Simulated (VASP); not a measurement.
These are LDA (Ceperley-Alder, Perdew-Zunger), VASP's LDA PAW potentials (set 64) (plane waves; VASP) values and carry that method's errors.

VASP input:

### INCAR
```
ALGO=Normal
EDIFF=1E-6
ENCUT=300
ISIF=2
ISMEAR=0
LASPH=.True.
LCHARG=.False.
LMAXMIX=4
LREAL=.False.
LWAVE=.False.
NELM=100
PREC=Accurate
SIGMA=0.1
SYSTEM=GaCuSe2
```

File POSCAR:
```
GaCuSe2
5.5968340
 -0.5042815277   0.5042815277   1.0000000000
  0.5042815277  -0.5042815277   1.0000000000
  0.5042815277   0.5042815277  -1.0000000000
Ga Cu Se
2 2 4
Cartesian
  0.5042815277   0.0000000000   0.5000000000
  0.0000000000   0.0000000000   1.0000000000
 -0.0000000000   0.5042815277   0.5000000000
  0.0000000000   0.0000000000   0.0000000000
  0.2521407639   0.2483283955  -0.2500000000
  0.2483283955   0.7564222916   0.2500000000
  0.2521407639   0.2559531322   0.7500000000
  0.2559531322  -0.2521407639   1.2500000000
```

KPOINTS:
```
Automatic mesh
0
Gamma
3 3 3
0 0 0
```

POTCAR, in this order: Ga_d Cu Se (LDA.64 set). Program: vasp_std.

The run wrote:

OSZICAR:
```
       N       E                     dE             d eps       ncg     rms          rms(c)
DAV:   1     0.582577280548E+03    0.58258E+03   -0.23056E+04   524   0.154E+03
DAV:   2     0.583866222170E+02   -0.52419E+03   -0.50947E+03   546   0.435E+02
DAV:   3    -0.321533955125E+02   -0.90540E+02   -0.87664E+02   687   0.171E+02
DAV:   4    -0.382398872595E+02   -0.60865E+01   -0.60220E+01   680   0.449E+01
DAV:   5    -0.384865806188E+02   -0.24669E+00   -0.24596E+00   720   0.902E+00    0.120E+01
DAV:   6    -0.385755663890E+02   -0.88986E-01   -0.34101E+01   712   0.875E+01    0.896E+00
DAV:   7    -0.366722778130E+02    0.19033E+01   -0.81346E+00   672   0.636E+01    0.367E+00
DAV:   8    -0.368595746704E+02   -0.18730E+00   -0.37917E+00   760   0.214E+01    0.308E+00
DAV:   9    -0.367312302936E+02    0.12834E+00   -0.10049E+00   728   0.161E+01    0.422E-01
DAV:  10    -0.367335764075E+02   -0.23461E-02   -0.61986E-02   768   0.360E+00    0.242E-01
DAV:  11    -0.367334555719E+02    0.12084E-03   -0.10120E-02   768   0.142E+00    0.896E-02
DAV:  12    -0.367334537183E+02    0.18537E-05   -0.83337E-04   800   0.384E-01    0.143E-02
DAV:  13    -0.367334572610E+02   -0.35427E-05   -0.43304E-05   610   0.448E-02    0.133E-02
DAV:  14    -0.367334553009E+02    0.19600E-05   -0.30915E-05   696   0.101E-01    0.589E-03
DAV:  15    -0.367334549838E+02    0.31718E-06   -0.43916E-06   509   0.273E-02
   1 F= -.36733455E+02 E0= -.36730681E+02  d E =-.554701E-02
```

OUTCAR:
```
------------------------ aborting loop because EDIFF is reached ----------------------------------------
  FORCE on cell =-STRESS in cart. coord.  units (eV):
  Direction    XX          YY          ZZ          XY          YZ          ZX
  --------------------------------------------------------------------------------------
  Total       -5.1026034     -5.1026034     -5.1745231      0.0000000      0.0000000     -0.0000000
  in kB      -45.8425755    -45.8425755    -46.4887127      0.0000000      0.0000000     -0.0000000
  external PRESSURE =     -46.0579545 kB  Pullay stress =       0.0000000 kB
  volume of cell :      178.33
      direct lattice vectors                 reciprocal lattice vectors
    -2.822380000  2.822380000  5.596834000     0.000000000  0.177155450  0.089336221
     2.822380000 -2.822380000  5.596834000     0.177155450  0.000000000  0.089336221
     2.822380000  2.822380000 -5.596834000     0.177155450  0.177155450  0.000000000
 POSITION                                       TOTAL-FORCE (eV/Angst)
 -----------------------------------------------------------------------------------
      2.82238     -0.00000      2.79842        -0.000000     -0.000000     -0.000000
      0.00000      0.00000      5.59683         0.000000     -0.000000      0.000000
     -0.00000      2.82238      2.79842         0.000000     -0.000000      0.000000
      0.00000      0.00000      0.00000         0.000000     -0.000000      0.000000
      1.41119      1.38985     -1.39921         0.000000     -0.189041     -0.000000
      1.38985      4.23357      1.39921        -0.189041     -0.000000     -0.000000
      1.41119      1.43253      4.19763        -0.000000      0.189041      0.000000
      1.43253     -1.41119      6.99604         0.189041     -0.000000      0.000000
 -----------------------------------------------------------------------------------
    total drift:                               -0.000016     -0.000016     -0.000021
  FREE ENERGIE OF THE ION-ELECTRON SYSTEM (eV)
  ---------------------------------------------------
  free  energy   TOTEN  =       -36.7334549838 eV

  energy  without entropy=      -36.7279079744  energy(sigma->0) =      -36.73068148
```
(Selected blocks of OUTCAR.)

At this cut-off the stress carries a Pulay error, which pulls relaxed volumes low.

The structure comes from a computed database's GaCuSe2 entry; how it stands against other phases isn't given here. The cell was not relaxed at this level. The k-mesh is coarse (spacing up to 0.52 per Å, 2π included), so the numbers may not be converged in it. The run is one of a series of settings (GGA removed, POTCAR Ga_d Cu Se (LDA.64 set) against the base run), some of them coarse on purpose.
